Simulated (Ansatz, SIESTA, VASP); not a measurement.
**Hf₂Ge (I4/mcm, 6 atoms in the cell) computed with different codes at matched settings**

Self-consistent single point.

```xyz
6
Lattice="-3.2580 3.2580 2.6205 3.2580 -3.2580 2.6205 3.2580 3.2580 -2.6205" Properties=species:S:1:pos:R:3 pbc="T T T"
Hf     1.0149     2.2431     0.0000
Hf     2.2431     1.0149     2.6205
Hf     4.2730     1.0149     0.0000
Hf    -1.0149     2.2431     2.6205
Ge     0.0000     0.0000     1.3103
Ge     0.0000     0.0000     3.9308
```

Shared settings, as Ansatz (a program for electronic structure) writes them: kpoints.mp_grid.grid = 5 5 5; magnetization.spin_orbit = true; scf.occupations.method = gaussian; scf.occupations.width = 0.1 eV. Potentials and cutoffs stand in the table.

```
code                                                                                                                                                               model  pressure (GPa)  largest force (eV/Å)       cutoff
------  ----------------------------------------------------------------------------------------------------------------------------------------------------------------  --------------  --------------------  -----------
Ansatz                                                                                                          PBEsol with spin-orbit coupling, PAW files made with PBE            1.40                 0.106      default
VASP                                                                                                     PBEsol, spin-orbit coupling, VASP's PBE PAW potentials (set 64)            0.45                 0.116       300 eV
SIESTA  GGA PBEsol with spin-orbit coupling, numerical atomic orbitals DZP, PseudoDojo PBEsol fully relativistic norm-conserving potentials (rewritten from UPF to PSML)               –                 0.412  grid 300 Ry
```

A dash marks a value that a program does not give, or that is left out as unsure.

The spread over the programs that give each value: pressure within 0.95 GPa; largest force within 0.306 eV/Å.

SIESTA uses small atom-centred bases, whose incompleteness enters pressures, forces and empty levels differently from a plane-wave cutoff. Ansatz's pressure is given at a fixed set of plane waves, as the other plane-wave codes print theirs; with its correction for the finite basis it is 1.47 GPa. In the force vectors, SIESTA (by 0.300) lies more than 0.08 eV/Å from the median of the plane-wave programs.

VASP's run is marked for a possible Pulay error in its stress at this cutoff; no cutoff test was made.

The starting cell comes from a database of computed structures (which also holds hypothetical and non-ambient phases and stackings), without a prior relaxation at this level. Its lattice was rescaled by a random factor within 2.5 % of one.

Left out of this page: Elk (not drawn, or without a comparable value).

Keys are those of Ansatz 0.2.
